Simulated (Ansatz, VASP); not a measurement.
# Ni (Ni strained to the junction's net) in two plane-wave programs, part 2 of 2

One calculation is typed for both programs; each brings its own data sets. How far apart do they land? The structure shown is the end of the Ansatz relaxation below.

VASP 6.6.1 and Ansatz 0.2.0.

So far: The structure; Ansatz: relaxation, PBE; VASP: single point, PBE.

**3. VASP: single point, PBE (continued)**

Level of this step: PBE, spin-polarised from a ferromagnetic start; plane waves and PAW (Ni) (VASP).

Numbers of over 12 decimals in the logs are rounded to 6 here.

OUTCAR, selected parts (step 3):

```text
ion  position               nearest neighbor table
   1  0.000  0.000  0.000-   2 2.49   3 2.49   3 2.49   2 2.49   3 2.49   2 2.49
   2  0.333  0.667  0.333-   1 2.49   1 2.49   1 2.49   3 2.49   3 2.49   3 2.49
   3  0.667  0.333  0.667-   1 2.49   1 2.49   1 2.49   2 2.49   2 2.49   2 2.49

  LATTYP: Found a hexagonal cell.
 ALAT       =     2.5250000000
 C/A-ratio  =     2.3950081096

 Subroutine GETGRP returns: Found 12 space group operations
 (whereof 12 operations were pure point group operations)

The static configuration has the point symmetry D_3d.

 Found    165 irreducible k-points:

   k-points           NKPTS =    165   k-points in BZ     NKDIM =    165   number of bands    NBANDS=     24

   dimension x,y,z NGX =    20 NGY =   20 NGZ =   48
   dimension x,y,z NGXF=    40 NGYF=   40 NGZF=   96

   ENCUT  =  600.0 eV  44.10 Ry    6.64 a.u.   5.04  5.04 12.08*2*pi/ulx,y,z

   NELECT =      30.0000    total number of electrons

 k-points in reciprocal lattice and weights: Automatic mesh
   0.00000000  0.00000000  0.00000000       0.001
   0.05555556 -0.00000000  0.00000000       0.004
   0.11111111 -0.00000000  0.00000000       0.004
   0.16666667  0.00000000  0.00000000       0.004
   0.22222222  0.00000000  0.00000000       0.004
   0.27777778  0.00000000  0.00000000       0.004
   0.33333333  0.00000000  0.00000000       0.004
   0.38888889  0.00000000  0.00000000       0.004
   0.44444444  0.00000000  0.00000000       0.004
[...]
-0.27777778 -0.38888889  0.40000000       0.007
   0.33333333  0.33333333  0.40000000       0.002

 average (electrostatic) potential at core
       1 -82.2838       2 -82.2838       3 -82.2838

 E-fermi :   9.0477

 spin component 1
 k-point     1 :       0.0000    0.0000    0.0000
  band No.  band energies     occupation
    ...
     14       7.8272      0.99999
     15       8.1163      0.99991
     16       8.1163      0.99991
     17       8.1163      0.99991
     18       8.1163      0.99991
     19      19.8582      0.00000
     20      19.8582      0.00000
     21      31.5975      0.00000
     22      31.5975      0.00000
     23      32.5351      0.00000
    ...

 k-point     2 :       0.0556   -0.0000    0.0000
  band No.  band energies     occupation
    ...
     14       7.8308      0.99999
     15       7.9923      0.99997
     16       8.1566      0.99987
     17       8.2273      0.99973
     18       8.3682      0.99888
     19      19.9287      0.00000
     20      19.9307      0.00000
     21      29.9650      0.00000
     22      31.0330      0.00000
     23      31.4189      0.00000
    ...

 k-point     3 :       0.1111   -0.0000    0.0000
  band No.  band energies     occupation
    ...
     14       7.8462      0.99999
     15       7.8615      0.99999
     16       8.3220      0.99930
     17       8.4267      0.99799
     18       8.7799      0.93569
     19      20.1374      0.00000
     20      20.1518      0.00000
     21      27.3039      0.00000
     22      29.7679      0.00000
     23      29.9727      0.00000
    ...

 k-point     4 :       0.1667    0.0000    0.0000
  band No.  band energies     occupation
    ...
     13       7.6921      1.00000
     14       7.7365      1.00000
     15       7.8864      0.99999
     16       8.3991      0.99848
     17       8.7928      0.92748
     18       9.2568      0.10992
     19      20.4821      0.00000
     20      20.5156      0.00000
     21      24.6693      0.00000
     22      28.2082      0.00000
    ...

 k-point     5 :       0.2222    0.0000    0.0000
  band No.  band energies     occupation
    ...
     12       7.4821      1.00000
     13       7.6627      1.00000
     14       7.6876      1.00000
     15       7.9664      0.99998
     16       8.4593      0.99722
     17       9.1971      0.18324
     18       9.7782      0.00067
     19      20.8455      0.00000
     20      20.9598      0.00000
     21      22.3482      0.00000
    ...

 k-point     6 :       0.2778    0.0000    0.0000
  band No.  band energies     occupation
    ...
     12       7.7699      1.00000
     13       7.7738      1.00000
     14       7.8260      1.00000
     15       8.0891      0.99993
     16       8.5042      0.99565
     17       9.6298      0.00296
     18      10.3624      0.00000
     19      19.3963      0.00000
     20      21.5538      0.00000
     21      22.1403      0.00000
    ...

  Total       -1.1650324     -1.1650324     -0.0424046      0.0000000      0.0000000      0.0000000
  in kB      -55.9019300    -55.9019300     -2.0347056      0.0000000      0.0000000      0.0000000
  external PRESSURE =     -37.9461885 kB  Pullay stress =       0.0000000 kB

  energy-cutoff  :      600.00
  volume of cell :       33.39
      direct lattice vectors                 reciprocal lattice vectors
     2.525000000  0.000000000  0.000000000     0.396039604  0.228653572  0.000000000
    -1.262500000  2.186714145  0.000000000     0.000000000  0.457307144  0.000000000
     0.000000000  0.000000000  6.047395477     0.000000000  0.000000000  0.165360444

 POSITION                                       TOTAL-FORCE (eV/Angst)
 -----------------------------------------------------------------------------------
      0.00000      0.00000      0.00000         0.000000     -0.000000      0.000000
     -0.00000      1.45781      2.01580         0.000000      0.000000     -0.000000
      1.26250      0.72890      4.03160        -0.000000     -0.000000      0.000000
 -----------------------------------------------------------------------------------
    total drift:                               -0.000000      0.000000      0.000000

  FREE ENERGIE OF THE ION-ELECTRON SYSTEM (eV)
  ---------------------------------------------------
  free  energy   TOTEN  =       -16.4779497948 eV

  energy  without entropy=      -16.3130228937  energy(sigma->0) =      -16.39548634

 total charge
# of ion       s       p       d       tot
------------------------------------------
    1        0.488   0.478   8.306   9.271
    2        0.488   0.478   8.306   9.271
    3        0.488   0.478   8.306   9.271
--------------------------------------------------
tot          1.464   1.433  24.917  27.814

 magnetization (x)
# of ion       s       p       d       tot
------------------------------------------
    1       -0.006  -0.024   0.660   0.630
    2       -0.006  -0.024   0.660   0.630
    3       -0.006  -0.024   0.660   0.630
--------------------------------------------------
tot         -0.019  -0.072   1.981   1.891

[... 6 further parts left out ...]
```

The magnetic state follows from one typed start and may not be the lowest.

**4. Comparison**

Known differences besides the potentials themselves: VASP starts from the moments at which Ansatz ended; the data sets hold 54 valence electrons in Ansatz (on its default PAW (the set named soft_2) files) and 30 in VASP; the cutoff is 420 eV in Ansatz and 600 eV in VASP; Ansatz's pressure holds a Pulay correction, VASP's none; site moments are counted in spheres of each program's own size. Total energies have different zeros and are not compared.

Both answers:

```
          quantity  Ansatz   VASP  difference
    pressure (GPa)   -3.66  -3.79       +0.13
 total moment (μB)    1.89   1.85       +0.04
moment on Ni1 (μB)    0.67   0.63       +0.04
moment on Ni2 (μB)    0.67   0.63       +0.04
moment on Ni3 (μB)    0.67   0.63       +0.04
```

**5. Results**

| Item | Value |
| --- | --- |
| difference in total moment (single point, PBE) | 0.040 μB |

In words: The difference in total moment is 0.040 μB (single point, PBE). The data sets hold unlike numbers of valence electrons (54 in Ansatz and 30 in VASP), so part of the differences comes from the potentials. How closely two codes agree says nothing of how well the functional describes the real material.

[Lines on the potential files, build, host, timing and source positions are cut from VASP's logs without a mark.]

[Logs are printed without paths, hosts, clocks, repeated set-up lines and the standing remarks that a program may print on its own settings, such as how far it seeks lower states.]

[Hosts, paths, dates, database ids (printed as entryN), source tags and the programs' standing remarks are cut or masked in the printed files.]
